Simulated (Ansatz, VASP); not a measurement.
# CuC2: VASP beside Ansatz, part 2 of 2

Wanted: the spread between two codes on one cell, functional and k mesh. The cell is invented: As first built, before any earlier steps moved the atoms (in the runner's words): it takes the Si2Ni structure with all of its atoms replaced by other elements, volume scaled by an estimate. It may not be a known or stable phase. The cell is taken from a series of VASP runs on this material, whose earlier steps may have relaxed, scaled or displaced it; both programs get it as it stands. Valence electrons are named where the data sets of a main pair hold unlike numbers.

VASP 6.6.1 and Ansatz 0.2.0.

So far: The structure; Ansatz: zone-centre phonons, LDA.

**3. VASP: zone-centre phonons, LDA**

Level of this step: LDA; plane waves and PAW (Cu, C); invented cell (VASP).

The same cell, functional (in two slightly different forms), mesh and smearing now go to VASP, with its own data sets.

Lines of VASP's logs that name or quote its potential files are left out, and so is its time.

The input, INCAR:

```
SYSTEM = CuC2
PREC = Accurate
ENCUT = 520
EDIFF = 1E-08
NELM = 100
ISMEAR = -1
SIGMA = 0.05
LREAL = .FALSE.
ALGO = Normal
GGA = CA
LORBIT = 11
LWAVE = .FALSE.
LCHARG = .FALSE.
IBRION = 8
ISIF = 2
```

The input, POSCAR:

```
CuC2
1.0
    0.0000000000      2.3476160804      2.3476160804
    2.3476160804      0.0000000000      2.3476160804
    2.3476160804      2.3476160804      0.0000000000
Cu C
1 2
Direct
    0.0000000000      0.0000000000      0.0000000000
    0.2500000000      0.2500000000      0.2500000000
    0.7500000000      0.7500000000      0.7500000000
```

The input, KPOINTS:

```
Automatic mesh
0
Gamma
8 8 8
0 0 0
```

PAW data sets: Cu and C (LDA family, release 64).

The run is started by

```
$ mpirun -np 1 vasp_std
```

Numbers of over 12 decimals in the logs are rounded to 6 here.

Log:

```text
[banner, memory and clock lines left out]
running    1 mpi-ranks, on    1 nodes
 distrk:  each k-point on    1 cores,    1 groups
 distr:  one band on    1 cores,    1 groups

 POSCAR found type information on POSCAR CuC
 POSCAR found :  2 types and       3 ions
 LDA part: xc-table for (Slater(with rela. corr.)+CA(PZ))
 , standard interpolation
 POSCAR, INCAR and KPOINTS ok, starting setup
 FFT: planning ... GRIDC
 FFT: planning ... GRID_SOFT
 FFT: planning ... GRID
 WAVECAR not read
 entering main loop
       N       E                     dE             d eps       ncg     rms          rms(c)
DAV:   1     0.101139688469E+03    0.10114E+03   -0.94275E+03   786   0.203E+03
DAV:   2    -0.133667854476E+02   -0.11451E+03   -0.10900E+03   829   0.338E+02
DAV:   3    -0.234265583698E+02   -0.10060E+02   -0.93334E+01   973   0.953E+01
DAV:   4    -0.238608776371E+02   -0.43432E+00   -0.42936E+00   933   0.186E+01
DAV:   5    -0.238727773192E+02   -0.11900E-01   -0.11897E-01   946   0.323E+00    0.267E+01
DAV:   6    -0.361397861406E+02   -0.12267E+02   -0.16863E+02   770   0.541E+02    0.224E+01
DAV:   7    -0.195466585171E+02    0.16593E+02   -0.35317E+01   889   0.184E+02    0.951E+00
DAV:   8    -0.179330932200E+02    0.16136E+01   -0.35184E+00  1147   0.692E+01    0.465E+00
DAV:   9    -0.175103864219E+02    0.42271E+00   -0.18103E+00  1099   0.578E+01    0.129E+00
DAV:  10    -0.175278504275E+02   -0.17464E-01   -0.37512E-01  1067   0.855E+00    0.639E-01
DAV:  11    -0.175246467794E+02    0.32036E-02   -0.78840E-03   844   0.858E-01    0.523E-01
DAV:  12    -0.175361116544E+02   -0.11465E-01   -0.83040E-02  1069   0.128E+01    0.103E+00
DAV:  13    -0.175202964998E+02    0.15815E-01   -0.37290E-02   943   0.931E+00    0.306E-02
DAV:  14    -0.175205576255E+02   -0.26113E-03   -0.23226E-03  1001   0.108E+00    0.106E-01
DAV:  15    -0.175204541087E+02    0.10352E-03   -0.14511E-04  1132   0.449E-01    0.562E-02
DAV:  16    -0.175204106386E+02    0.43470E-04   -0.90218E-05  1053   0.409E-01    0.762E-03
DAV:  17    -0.175204115879E+02   -0.94924E-06   -0.14250E-05   880   0.370E-02    0.575E-03
DAV:  18    -0.175204116168E+02   -0.28910E-07   -0.36632E-07   970   0.638E-03    0.575E-03
DAV:  19    -0.175204112093E+02    0.40749E-06   -0.59508E-07  1017   0.358E-02    0.152E-03
DAV:  20    -0.175204111968E+02    0.12508E-07   -0.98816E-08   989   0.542E-03    0.880E-04
DAV:  21    -0.175204111871E+02    0.96243E-08   -0.90837E-09   382   0.329E-03
   1 F= -.17520411E+02 E0= -.17508491E+02  d E =-.238399E-01
 Linear response reoptimize wavefunctions to high precision
DAV:   1    -0.175204111846E+02    0.25179E-08   -0.10899E-08  1059   0.224E-03
DAV:   2    -0.175204111847E+02   -0.40700E-10   -0.23682E-10   377   0.160E-04
 Linear response DOF=           2
 Linear response progress:
  Degree of freedom:   1/  2
       N       E                     dE             d eps       ncg     rms          rms(c)
RMM:   1    -0.238822061809E+00   -0.23882E+00   -0.95327E-02  2317   0.755E+00
RMM:   2    -0.236934307162E+00    0.18878E-02   -0.14213E-02  2089   0.227E+00    0.218E-01
RMM:   3    -0.237612614548E+00   -0.67831E-03   -0.34330E-03  2227   0.556E-01    0.137E-01
RMM:   4    -0.238016173697E+00   -0.40356E-03   -0.11406E-03  2295   0.330E-01    0.240E-02
RMM:   5    -0.237871995228E+00    0.14418E-03   -0.79703E-05  2255   0.877E-02    0.100E-02
RMM:   6    -0.237880146935E+00   -0.81517E-05   -0.62531E-06  2029   0.388E-02    0.760E-03
RMM:   7    -0.237901073905E+00   -0.20927E-04   -0.28841E-06  1973   0.220E-02    0.226E-03
RMM:   8    -0.237888502022E+00    0.12572E-04   -0.43577E-07  2423   0.667E-03    0.107E-03
RMM:   9    -0.237878079111E+00    0.10423E-04   -0.33854E-08  2317   0.272E-03    0.996E-05
RMM:  10    -0.237878541621E+00   -0.46251E-06    0.18458E-08  2378   0.749E-04    0.517E-05
RMM:  11    -0.237878219905E+00    0.32172E-06   -0.33308E-10  2247   0.272E-04    0.191E-05
RMM:  12    -0.237878121827E+00    0.98078E-07   -0.53184E-10  2358   0.113E-04    0.453E-06
RMM:  13    -0.237878127115E+00   -0.52888E-08    0.38733E-10  2445   0.379E-05    0.923E-07
 first order change of Fermi-energy  -0.40208E-03
 force on displaced ion       1 direction 1 :  -9.939   0.000   0.000
 Linear response progress:
  Degree of freedom:   2/  2
       N       E                     dE             d eps       ncg     rms          rms(c)
RMM:   1    -0.110774450448E+00   -0.11077E+00   -0.16280E-02  4380   0.457E+00
RMM:   2    -0.102709973442E+00    0.80645E-02   -0.12214E-02  3462   0.184E+00    0.914E-02
RMM:   3    -0.103501761066E+00   -0.79179E-03   -0.40445E-03  3926   0.580E-01    0.432E-02
RMM:   4    -0.103600786148E+00   -0.99025E-04   -0.15425E-04  3953   0.134E-01    0.155E-02
RMM:   5    -0.103658461532E+00   -0.57675E-04   -0.18524E-05  4038   0.428E-02    0.361E-03
RMM:   6    -0.103659092443E+00   -0.63091E-06   -0.11684E-06  3739   0.150E-02    0.192E-03
RMM:   7    -0.103658281392E+00    0.81105E-06   -0.73127E-07  3446   0.902E-03    0.674E-04
RMM:   8    -0.103657124678E+00    0.11567E-05   -0.92875E-08  4047   0.358E-03    0.315E-04
RMM:   9    -0.103656999849E+00    0.12483E-06   -0.33189E-08  4145   0.105E-03    0.201E-04
RMM:  10    -0.103656769860E+00    0.22999E-06    0.15537E-08  3859   0.477E-04    0.354E-05
RMM:  11    -0.103656741013E+00    0.28847E-07   -0.58923E-10  3932   0.191E-04    0.131E-05
RMM:  12    -0.103656779578E+00   -0.38565E-07   -0.50006E-10  4076   0.684E-05    0.366E-06
RMM:  13    -0.103656768695E+00    0.10883E-07    0.37223E-10  4055   0.245E-05    0.171E-06
RMM:  14    -0.103656763839E+00    0.48562E-08    0.15896E-10  3929   0.886E-06    0.326E-07
 first order change of Fermi-energy   0.62300E-04
 force on displaced ion       2 direction 1 :   0.108   0.000   0.000
 Linear response finished
```

OUTCAR, selected parts (step 3):

```text
ion  position               nearest neighbor table
   1  0.000  0.000  0.000-   3 2.03   3 2.03   3 2.03   2 2.03   3 2.03   2 2.03   2 2.03   2 2.03

  LATTYP: Found a face centered cubic cell.
 ALAT       =     4.6952321608

 Subroutine GETGRP returns: Found 48 space group operations
 (whereof 48 operations were pure point group operations)

The static configuration has the point symmetry O_h .

 Found     29 irreducible k-points:

   k-points           NKPTS =     29   k-points in BZ     NKDIM =     29   number of bands    NBANDS=     13

   dimension x,y,z NGX =    28 NGY =   28 NGZ =   28
   dimension x,y,z NGXF=    56 NGYF=   56 NGZF=   56

   ENCUT  =  520.0 eV  38.22 Ry    6.18 a.u.   6.17  6.17  6.17*2*pi/ulx,y,z

   NELECT =      19.0000    total number of electrons

 k-points in reciprocal lattice and weights: Automatic mesh
   0.00000000  0.00000000  0.00000000       0.002
   0.12500000  0.00000000  0.00000000       0.016
   0.25000000  0.00000000  0.00000000       0.016
   0.37500000  0.00000000  0.00000000       0.016
   0.50000000  0.00000000  0.00000000       0.008
   0.12500000  0.12500000  0.00000000       0.012
   0.25000000  0.12500000  0.00000000       0.047
   0.37500000  0.12500000  0.00000000       0.047
   0.50000000  0.12500000  0.00000000       0.047
[...]
-0.37500000  0.50000000  0.12500000       0.023
  -0.25000000  0.50000000  0.25000000       0.012

 average (electrostatic) potential at core
       1 -66.2233       2 -52.8132       3 -52.8132

  Total       -0.0122758     -0.0122758     -0.0122758      0.0000000     -0.0000000     -0.0000000
  in kB       -0.7600611     -0.7600611     -0.7600611      0.0000000     -0.0000000     -0.0000000
  external PRESSURE =      -0.7600611 kB  Pullay stress =       0.0000000 kB

  energy-cutoff  :      520.00
  volume of cell :       25.88
      direct lattice vectors                 reciprocal lattice vectors
     0.000000000  2.347616080  2.347616080    -0.212982014  0.212982014  0.212982014
     2.347616080  0.000000000  2.347616080     0.212982014 -0.212982014  0.212982014
     2.347616080  2.347616080  0.000000000     0.212982014  0.212982014 -0.212982014

 POSITION                                       TOTAL-FORCE (eV/Angst)
 -----------------------------------------------------------------------------------
      0.00000      0.00000      0.00000         0.000000     -0.000000      0.000000
      1.17381      1.17381      1.17381        -0.000000     -0.000000      0.000000
      3.52142      3.52142      3.52142         0.000000      0.000000      0.000000
 -----------------------------------------------------------------------------------
    total drift:                               -0.000000     -0.000000      0.000000

 Eigenvectors and eigenvalues of the dynamical matrix
 ----------------------------------------------------

   1 f  =   11.779503 THz    74.012799 2PiTHz  392.921920 cm-1    48.716087 meV
             X         Y         Z           dx          dy          dz
      0.000000  0.000000  0.000000     0.524871   -0.000242    0.000000
      1.173808  1.173808  1.173808    -0.601876    0.000278    0.000000
      3.521424  3.521424  3.521424    -0.601876    0.000278    0.000000

   2 f  =   11.779503 THz    74.012799 2PiTHz  392.921920 cm-1    48.716087 meV
             X         Y         Z           dx          dy          dz
      0.000000  0.000000  0.000000    -0.000000    0.000000   -0.524871
      1.173808  1.173808  1.173808    -0.000000    0.000000    0.601876
      3.521424  3.521424  3.521424    -0.000000    0.000000    0.601876

   3 f  =   11.779503 THz    74.012799 2PiTHz  392.921920 cm-1    48.716087 meV
             X         Y         Z           dx          dy          dz
      0.000000  0.000000  0.000000    -0.000242   -0.524871    0.000000
      1.173808  1.173808  1.173808     0.000278    0.601876   -0.000000
      3.521424  3.521424  3.521424     0.000278    0.601876   -0.000000

   4 f/i=    0.015383 THz     0.096657 2PiTHz    0.513134 cm-1     0.063620 meV
             X         Y         Z           dx          dy          dz
      0.000000  0.000000  0.000000     0.535157   -0.660268   -0.046506
      1.173808  1.173808  1.173808     0.233344   -0.287896   -0.020278
      3.521424  3.521424  3.521424     0.233344   -0.287896   -0.020278

   5 f/i=    0.015383 THz     0.096657 2PiTHz    0.513134 cm-1     0.063620 meV
             X         Y         Z           dx          dy          dz
      0.000000  0.000000  0.000000     0.661495    0.535607    0.007732
      1.173808  1.173808  1.173808     0.288431    0.233540    0.003371
      3.521424  3.521424  3.521424     0.288431    0.233540    0.003371

   6 f/i=    0.015383 THz     0.096657 2PiTHz    0.513134 cm-1     0.063620 meV
             X         Y         Z           dx          dy          dz
      0.000000  0.000000  0.000000    -0.023266    0.041003   -0.849875
      1.173808  1.173808  1.173808    -0.010145    0.017879   -0.370570
      3.521424  3.521424  3.521424    -0.010145    0.017879   -0.370570

   7 f/i=   10.244037 THz    64.365184 2PiTHz  341.704302 cm-1    42.365915 meV
             X         Y         Z           dx          dy          dz
      0.000000  0.000000  0.000000     0.000000    0.000000    0.000000
      1.173808  1.173808  1.173808     0.700362   -0.097401    0.002367
      3.521424  3.521424  3.521424    -0.700362    0.097401   -0.002367

   8 f/i=   10.244037 THz    64.365184 2PiTHz  341.704302 cm-1    42.365915 meV
             X         Y         Z           dx          dy          dz
      0.000000  0.000000  0.000000     0.000000   -0.000000    0.000000
      1.173808  1.173808  1.173808    -0.000183   -0.018492   -0.706865
      3.521424  3.521424  3.521424     0.000183    0.018492    0.706865

   9 f/i=   10.244037 THz    64.365184 2PiTHz  341.704302 cm-1    42.365915 meV
             X         Y         Z           dx          dy          dz
      0.000000  0.000000  0.000000    -0.000000   -0.000000   -0.000000
      1.173808  1.173808  1.173808    -0.097429   -0.700122    0.018341
      3.521424  3.521424  3.521424     0.097429    0.700122   -0.018341

 ELASTIC MODULI CONTR FROM IONIC RELAXATION (kBar)
 Direction    XX          YY          ZZ          XY          YZ          ZX
 --------------------------------------------------------------------------------
 XX          -0.0000      0.0000      0.0000      0.0000     -0.0000      0.0000
 YY           0.0000     -0.0000     -0.0000      0.0000     -0.0000      0.0000
 ZZ           0.0000      0.0000     -0.0000      0.0000      0.0000      0.0000
 XY           0.0000      0.0000     -0.0000      0.0000     -0.0000      0.0000
 YZ          -0.0000      0.0000      0.0000     -0.0000      0.0000      0.0000
 ZX           0.0000     -0.0000     -0.0000     -0.0000     -0.0000     -0.0000
 --------------------------------------------------------------------------------
```

This run has no spin polarisation. Its electron count is odd, so without a moment it is a metal by construction. Energies printed during the response cycles are not total energies of the cell.

**4. Comparison**

Known differences besides the potentials themselves: the two LDA forms differ slightly; the data sets hold 27 valence electrons in Ansatz (on its default PAW (the set named soft_2) files) and 19 in VASP; the cutoff is 420 eV in Ansatz and 520 eV in VASP; VASP's log shows a relativistic correction to its local exchange, Ansatz's none. Total energies have different zeros and are not compared.

The two programs side by side:

```csv
quantity,Ansatz,VASP,difference
"optical mode 1 to 3 (imaginary, printed as negative) (cm⁻¹)",-294.5,-341.7,+47.2
optical mode 4 to 6 (cm⁻¹),391.9,392.9,-0.27 %
```

Modes are paired by rising frequency, not by their patterns, so a pair may set unlike modes beside each other; they are those without the splitting of longitudinal modes.

**5. What the set-up changes**

Further runs change the set-up of one program: Ansatz's method, potentials or start, or VASP's data sets, cutoff or form of LDA. The table gives Ansatz less VASP for each quantity, since a change that brings one quantity closer may part another.

```csv
run,"optical mode 1 to 3 (imaginary, printed as negative) (cm⁻¹)",optical mode 4 to 6 (%)
as above,47,-0.27
Ansatz's larger PAW set (cutoff 1050 eV),48,0.15
norm-conserving potentials (cutoff 1252 eV),113,1.1
```

**6. Results**

```yaml
r_m_s_difference_of_the_optical_zone_centre_modes_each_program_s_sorted_by_frequency_zone_centre_phonons_lda: 33 cm⁻¹
```

What this shows: The r.m.s. difference of the optical zone-centre modes, each program's sorted by frequency is 33 cm⁻¹ (zone-centre phonons, LDA). The data sets hold unlike numbers of valence electrons (27 in Ansatz and 19 in VASP), so part of the differences comes from the potentials. Zone-centre phonons, LDA, Ansatz's larger PAW set (cutoff 1050 eV): the difference in optical mode 4 to 6 goes from -0.27 to 0.15 %. Zone-centre phonons, LDA, norm-conserving potentials (cutoff 1252 eV): the difference in optical mode 1 to 3 (imaginary, printed as negative) goes from 47 to 113 cm⁻¹; the difference in optical mode 4 to 6 goes from -0.27 to 1.1 %. How closely two codes agree says nothing of how well the functional describes the real material.

[Lines on the potential files, build, host, timing and source positions are cut from VASP's logs without a mark.]

[Logs are printed without paths, hosts, clocks, repeated set-up lines and the standing remarks that a program may print on its own settings, such as how far it seeks lower states.]

[Hosts, paths, dates, database ids (printed as entryN), source tags and the programs' standing remarks are cut or masked in the printed files.]
